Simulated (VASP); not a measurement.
Method: LDA (Ceperley-Alder, Perdew-Zunger), VASP's LDA PAW potentials (set 64) (plane waves; VASP).

The input files of a VASP run:

INCAR:
```
! general
SYSTEM =TiO2
PREC   =Accurate
ENCUT  =620
LREAL  =.FALSE.
LASPH  =.TRUE.

! electronic loop
EDIFF  =1E-6
NELM   =100
ALGO   =Normal
LMAXMIX=4

! smearing
ISMEAR =0
SIGMA  =0.05

! ions
IBRION =2
NSW    =40
ISIF   =3
EDIFFG =-0.02
PSTRESS=50

! output
LWAVE  =.FALSE.
LCHARG =.FALSE.
```

### KPOINTS
```
K-points
0
Gamma
 8 8 8
0 0 0
```

POSCAR:
```
TiO2
1
   -1.8605283068     1.8605283068     4.6840930038
    1.8605283068    -1.8605283068     4.6840930038
    1.8605283068     1.8605283068    -4.6840930038
Ti O
2 4
Direct
  0.7500000000   0.2500000000   0.5000000000
  0.0000000000   0.0000000000   1.0000000000
  0.5407045382   0.0407045382   0.5000000000
  0.7907045382   0.7907045382   0.0000000000
  0.2092954618   0.2092954618   0.0000000000
  0.9592954618   0.4592954618   0.5000000000
```

POTCAR, in this order: Ti_sv O (LDA.64 set). Program: vasp_std.

The run wrote:

### OSZICAR
```
       N       E                     dE             d eps       ncg     rms          rms(c)
DAV:   1     0.731445021535E+03    0.73145E+03   -0.27750E+04  3304   0.227E+03
DAV:   2     0.579086771796E+02   -0.67354E+03   -0.65179E+03  3484   0.623E+02
DAV:   3    -0.691477305963E+02   -0.12706E+03   -0.12458E+03  5184   0.229E+02
DAV:   4    -0.749312302814E+02   -0.57835E+01   -0.57777E+01  4512   0.526E+01
DAV:   5    -0.751606387047E+02   -0.22941E+00   -0.22936E+00  4664   0.869E+00    0.344E+01
DAV:   6    -0.593616355658E+02    0.15799E+02   -0.11267E+02  4208   0.105E+02    0.124E+01
DAV:   7    -0.589310131869E+02    0.43062E+00   -0.15138E+01  4344   0.318E+01    0.872E+00
DAV:   8    -0.589255121775E+02    0.55010E-02   -0.28870E+00  4356   0.168E+01    0.332E+00
DAV:   9    -0.588193835414E+02    0.10613E+00   -0.10844E+00  4452   0.993E+00    0.108E+00
DAV:  10    -0.588246226526E+02   -0.52391E-02   -0.89959E-02  3808   0.235E+00    0.313E-01
DAV:  11    -0.588229084211E+02    0.17142E-02   -0.12530E-02  4056   0.758E-01    0.547E-02
DAV:  12    -0.588230108634E+02   -0.10244E-03   -0.10791E-03  4968   0.328E-01    0.893E-02
DAV:  13    -0.588229501808E+02    0.60683E-04   -0.46291E-04  4540   0.178E-01    0.120E-02
DAV:  14    -0.588229511598E+02   -0.97895E-06   -0.23057E-05  4928   0.427E-02    0.748E-03
DAV:  15    -0.588229506784E+02    0.48134E-06   -0.14647E-06  2372   0.135E-02
   1 F= -.56798918E+02 E0= -.56798918E+02  d E =-.567989E+02
       N       E                     dE             d eps       ncg     rms          rms(c)
DAV:   1    -0.588277599745E+02   -0.48088E-02   -0.25117E-01  3376   0.494E+00    0.413E-01
DAV:   2    -0.588254094097E+02    0.23506E-02   -0.11657E-02  3768   0.108E+00    0.243E-01
DAV:   3    -0.588239195666E+02    0.14898E-02   -0.33416E-03  3864   0.613E-01    0.297E-02
DAV:   4    -0.588239420591E+02   -0.22493E-04   -0.54539E-04  3632   0.248E-01    0.167E-02
DAV:   5    -0.588239395450E+02    0.25141E-05   -0.21709E-05  4380   0.447E-02    0.782E-03
DAV:   6    -0.588239387819E+02    0.76305E-06   -0.33792E-06  3152   0.168E-02
   2 F= -.56799695E+02 E0= -.56799695E+02  d E =-.776939E-03
       N       E                     dE             d eps       ncg     rms          rms(c)
DAV:   1    -0.588239548626E+02   -0.15318E-04   -0.42936E-04  3448   0.205E-01    0.167E-02
DAV:   2    -0.588239509845E+02    0.38781E-05   -0.20416E-05  3788   0.449E-02    0.984E-03
DAV:   3    -0.588239485265E+02    0.24580E-05   -0.59657E-06  3820   0.256E-02    0.160E-03
DAV:   4    -0.588239485311E+02   -0.46266E-08   -0.93899E-07  1980   0.110E-02
   3 F= -.56799697E+02 E0= -.56799697E+02  d E =-.778495E-03
       N       E                     dE             d eps       ncg     rms          rms(c)
DAV:   1    -0.588245870540E+02   -0.63853E-03   -0.29996E-01  3304   0.444E+00    0.219E-01
DAV:   2    -0.588246938442E+02   -0.10679E-03   -0.99684E-03  3844   0.761E-01    0.123E-01
DAV:   3    -0.588243799128E+02    0.31393E-03   -0.76497E-04  3964   0.264E-01    0.278E-02
DAV:   4    -0.588243760459E+02    0.38669E-05   -0.83965E-05  4092   0.769E-02    0.984E-03
DAV:   5    -0.588243758254E+02    0.22048E-06   -0.46503E-06  3604   0.186E-02
   4 F= -.56800425E+02 E0= -.56800425E+02  d E =-.728090E-03
       N       E                     dE             d eps       ncg     rms          rms(c)
DAV:   1    -0.588257272097E+02   -0.13512E-02   -0.19001E+00  3304   0.112E+01    0.553E-01
DAV:   2    -0.588263937252E+02   -0.66652E-03   -0.63565E-02  3852   0.192E+00    0.311E-01
DAV:   3    -0.588244087203E+02    0.19850E-02   -0.48650E-03  4012   0.676E-01    0.838E-02
DAV:   4    -0.588243555396E+02    0.53181E-04   -0.68886E-04  4300   0.228E-01    0.271E-02
DAV:   5    -0.588243521896E+02    0.33500E-05   -0.61320E-05  4256   0.685E-02    0.180E-02
DAV:   6    -0.588243510378E+02    0.11518E-05   -0.64926E-06  3704   0.319E-02    0.333E-03
DAV:   7    -0.588243510200E+02    0.17773E-07   -0.56323E-07  2108   0.692E-03
   5 F= -.56801191E+02 E0= -.56801191E+02  d E =-.149456E-02
       N       E                     dE             d eps       ncg     rms          rms(c)
DAV:   1    -0.588216918225E+02    0.26592E-02   -0.19785E-01  3736   0.436E+00    0.440E-01
DAV:   2    -0.588200028007E+02    0.16890E-02   -0.11812E-02  4296   0.987E-01    0.205E-01
DAV:   3    -0.588194183910E+02    0.58441E-03   -0.42437E-03  3996   0.483E-01    0.647E-02
DAV:   4    -0.588194256829E+02   -0.72919E-05   -0.69077E-04  4528   0.150E-01    0.466E-02
DAV:   5    -0.588194375861E+02   -0.11903E-04   -0.24430E-05  4208   0.539E-02    0.279E-02
DAV:   6    -0.588194612420E+02   -0.23656E-04   -0.59664E-05  5648   0.447E-02    0.130E-02
DAV:   7    -0.588194634134E+02   -0.21715E-05   -0.50816E-06  3764   0.176E-02    0.444E-03
DAV:   8    -0.588194636903E+02   -0.27689E-06   -0.91871E-07  1924   0.104E-02
   6 F= -.56801509E+02 E0= -.56801509E+02  d E =-.317862E-03
```

### OUTCAR
```
------------------------ aborting loop because EDIFF is reached ----------------------------------------
  FORCE on cell =-STRESS in cart. coord.  units (eV):
  Direction    XX          YY          ZZ          XY          YZ          ZX
  --------------------------------------------------------------------------------------
  Total        1.9819749      1.9819749      1.9943591      0.0000000      0.0000000      0.0000000
  in kB       49.1085115     49.1085115     49.4153617      0.0000000      0.0000000      0.0000000
  external PRESSURE =      -0.7892051 kB  Pullay stress =      50.0000000 kB
  volume of cell :       64.66
      direct lattice vectors                 reciprocal lattice vectors
    -1.867656135  1.867656135  4.634449381     0.000000000  0.267715234  0.107887682
     1.867656135 -1.867656135  4.634449381     0.267715234  0.000000000  0.107887682
     1.867656135  1.867656135 -4.634449381     0.267715234  0.267715234  0.000000000
 POSITION                                       TOTAL-FORCE (eV/Angst)
 -----------------------------------------------------------------------------------
      0.00000      1.86766      2.31722        -0.000000     -0.000000     -0.000000
      1.86766      1.86766      4.63445        -0.000000     -0.000000      0.000000
      0.00000      1.86766      0.36316         0.000000      0.000000      0.000139
      1.86766      1.86766      2.68038        -0.000000     -0.000000      0.000139
      0.00000      0.00000      1.95407         0.000000      0.000000     -0.000139
      0.00000      1.86766      4.27129        -0.000000     -0.000000     -0.000139
 -----------------------------------------------------------------------------------
    total drift:                               -0.000000      0.000000     -0.000000
  FREE ENERGIE OF THE ION-ELECTRON SYSTEM (eV)
  ---------------------------------------------------
  free  energy   TOTEN  =       -58.8194636903 eV

  energy  without entropy=      -58.8194636903  energy(sigma->0) =      -58.81946369
  enthalpy is  TOTEN    =       -56.8015090772 eV   P V=        2.0179546131

 reached required accuracy - stopping structural energy minimisation
```
(Selected blocks of OUTCAR.)

CONTCAR:
```
TiO2
   1.00000000000000
    -1.8676561354461110    1.8676561354461110    4.6344493811491665
     1.8676561354461110   -1.8676561354461110    4.6344493811491665
     1.8676561354461110    1.8676561354461110   -4.6344493811491665
  Ti              O
     2     4
Direct
     0.7500000000000000    0.2500000000000000    0.5000000000000000
     1.0000000000000000    1.0000000000000000    1.0000000000000000
     0.5391802933184141    0.0391802933184141    0.5000000000000000
     0.7891802933184141    0.7891802933184141    1.0000000000000000
     0.2108197066815859    0.2108197066815859    0.0000000000000000
     0.9608197066815859    0.4608197066815859    0.5000000000000000
```

The compound is TiO2 in the anatase structure, one of several forms; rutile is the usual stable one. This run relaxes it under an external pressure of 5 GPa. Symmetry was kept, so distortions that lower it aren't found.
